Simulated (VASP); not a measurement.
OSZICAR of a VASP run on CuAu (L1_0):

File OSZICAR:
```
       N       E                     dE             d eps       ncg     rms          rms(c)
DAV:   1     0.113556803387E+03    0.11356E+03   -0.97441E+03  4373   0.171E+03
DAV:   2    -0.592145163988E+01   -0.11948E+03   -0.11382E+03  4368   0.300E+02
DAV:   3    -0.952953018809E+01   -0.36081E+01   -0.35245E+01  5244   0.615E+01
DAV:   4    -0.956935646954E+01   -0.39826E-01   -0.39812E-01  4750   0.560E+00
DAV:   5    -0.957064061783E+01   -0.12841E-02   -0.12841E-02  6389   0.110E+00    0.127E+01
DAV:   6    -0.898546878052E+01    0.58517E+00   -0.11096E+01  4308   0.980E+01    0.599E+00
DAV:   7    -0.841247839617E+01    0.57299E+00   -0.38673E+00  5293   0.102E+02    0.603E+00
DAV:   8    -0.835820484402E+01    0.54274E-01   -0.27245E-01  6004   0.130E+01    0.288E+00
DAV:   9    -0.834991661716E+01    0.82882E-02   -0.24388E-02  6469   0.375E+00    0.182E-01
DAV:  10    -0.834929014978E+01    0.62647E-03   -0.50059E-03  6158   0.109E+00    0.128E-01
DAV:  11    -0.834923976319E+01    0.50387E-04   -0.35853E-04  6430   0.550E-01    0.447E-02
DAV:  12    -0.834922894400E+01    0.10819E-04   -0.49801E-05  6240   0.250E-01    0.965E-03
DAV:  13    -0.834922841180E+01    0.53220E-06   -0.14719E-06  3421   0.130E-02
   1 F= -.83492284E+01 E0= -.83488719E+01  d E =-.834923E+01
       N       E                     dE             d eps       ncg     rms          rms(c)
DAV:   1    -0.866778390606E+01   -0.31855E+00   -0.47719E+00  4320   0.446E+01    0.447E+00
DAV:   2    -0.851749599306E+01    0.15029E+00   -0.27656E+00  4252   0.513E+01    0.279E+00
DAV:   3    -0.835980270456E+01    0.15769E+00   -0.97659E-01  4686   0.453E+01    0.149E+00
DAV:   4    -0.835095270001E+01    0.88500E-02   -0.48104E-02  6161   0.551E+00    0.744E-01
DAV:   5    -0.834862175945E+01    0.23309E-02   -0.57818E-03  6370   0.190E+00    0.114E-01
DAV:   6    -0.834846163070E+01    0.16013E-03   -0.91514E-04  6134   0.529E-01    0.342E-02
DAV:   7    -0.834846471519E+01   -0.30845E-05   -0.52534E-05  6383   0.229E-01    0.193E-02
DAV:   8    -0.834846146543E+01    0.32498E-05   -0.88426E-06  5399   0.113E-01    0.163E-03
DAV:   9    -0.834846140551E+01    0.59920E-07   -0.31801E-07  2471   0.174E-02
   2 F= -.83484614E+01 E0= -.83480459E+01  d E =0.767006E-03
       N       E                     dE             d eps       ncg     rms          rms(c)
DAV:   1    -0.843810533821E+01   -0.89644E-01   -0.13445E+00  4328   0.244E+01    0.218E+00
DAV:   2    -0.838410101313E+01    0.54004E-01   -0.57817E-01  4238   0.243E+01    0.129E+00
DAV:   3    -0.835995242160E+01    0.24149E-01   -0.25630E-01  4553   0.176E+01    0.110E+00
DAV:   4    -0.835334252543E+01    0.66099E-02   -0.15857E-02  5357   0.471E+00    0.500E-01
DAV:   5    -0.835219197337E+01    0.11506E-02   -0.35294E-03  5857   0.203E+00    0.808E-02
DAV:   6    -0.835215861601E+01    0.33357E-04   -0.40861E-04  6426   0.555E-01    0.114E-02
DAV:   7    -0.835216019585E+01   -0.15798E-05   -0.60034E-06  4823   0.238E-02    0.513E-03
DAV:   8    -0.835216006008E+01    0.13577E-06   -0.20054E-07  2436   0.137E-02
   3 F= -.83521601E+01 E0= -.83517668E+01  d E =-.293165E-02
       N       E                     dE             d eps       ncg     rms          rms(c)
DAV:   1    -0.835380665848E+01   -0.16465E-02   -0.62057E-02  4634   0.239E+00    0.225E-01
DAV:   2    -0.835306497993E+01    0.74168E-03   -0.11554E-03  6241   0.965E-01    0.143E-01
DAV:   3    -0.835286678159E+01    0.19820E-03   -0.13254E-03  5060   0.132E+00    0.122E-01
DAV:   4    -0.835266021456E+01    0.20657E-03   -0.62626E-04  5566   0.864E-01    0.192E-02
DAV:   5    -0.835266178578E+01   -0.15712E-05   -0.24062E-05  4397   0.499E-02    0.110E-02
DAV:   6    -0.835266162562E+01    0.16016E-06   -0.14033E-06  2926   0.358E-02
   4 F= -.83526616E+01 E0= -.83523243E+01  d E =-.501566E-03
       N       E                     dE             d eps       ncg     rms          rms(c)
DAV:   1    -0.836476082518E+01   -0.12099E-01   -0.56064E-01  4641   0.717E+00    0.679E-01
DAV:   2    -0.835789756775E+01    0.68633E-02   -0.99101E-03  6197   0.277E+00    0.418E-01
DAV:   3    -0.835590512476E+01    0.19924E-02   -0.11677E-02  5032   0.386E+00    0.350E-01
DAV:   4    -0.835419869367E+01    0.17064E-02   -0.55702E-03  5518   0.263E+00    0.554E-02
DAV:   5    -0.835421391057E+01   -0.15217E-04   -0.21663E-04  4454   0.148E-01    0.335E-02
DAV:   6    -0.835421313552E+01    0.77505E-06   -0.15691E-05  6238   0.109E-01    0.746E-03
DAV:   7    -0.835421255926E+01    0.57626E-06   -0.24324E-06  2707   0.579E-02
   5 F= -.83542126E+01 E0= -.83540007E+01  d E =-.205250E-02
       N       E                     dE             d eps       ncg     rms          rms(c)
DAV:   1    -0.839838856136E+01   -0.44175E-01   -0.22626E+00  4627   0.144E+01    0.136E+00
DAV:   2    -0.837022449664E+01    0.28164E-01   -0.36235E-02  6111   0.504E+00    0.814E-01
DAV:   3    -0.836091554086E+01    0.93090E-02   -0.41813E-02  5198   0.713E+00    0.619E-01
DAV:   4    -0.835553284026E+01    0.53827E-02   -0.20207E-02  5411   0.519E+00    0.108E-01
DAV:   5    -0.835558640524E+01   -0.53565E-04   -0.76737E-04  4405   0.272E-01    0.669E-02
DAV:   6    -0.835558392042E+01    0.24848E-05   -0.63101E-05  6316   0.206E-01    0.140E-02
DAV:   7    -0.835558148771E+01    0.24327E-05   -0.11512E-05  5756   0.111E-01    0.412E-03
DAV:   8    -0.835558150151E+01   -0.13803E-07   -0.28287E-07  2366   0.101E-02
   6 F= -.83555815E+01 E0= -.83554879E+01  d E =-.342144E-02
```

Task: Which electronic solver shows in the log?

Result: It is blocked Davidson (ALGO = Normal, or the opening steps of other solvers). The INCAR had ALGO = Normal.

Task: Can the final energy be trusted as converged?

Result: The calculation finished and met its thresholds. It stopped with EDIFF = 1E-6, NELM = 100, NSW = 60 and EDIFFG = -0.01 after 6 ionic steps (PBEsol GGA, plane waves, VASP's PBE PAW potentials (set 64)).

The compound is CuAu in the L1_0 structure. This run relaxes it. Symmetry was kept, so distortions that lower it aren't found.
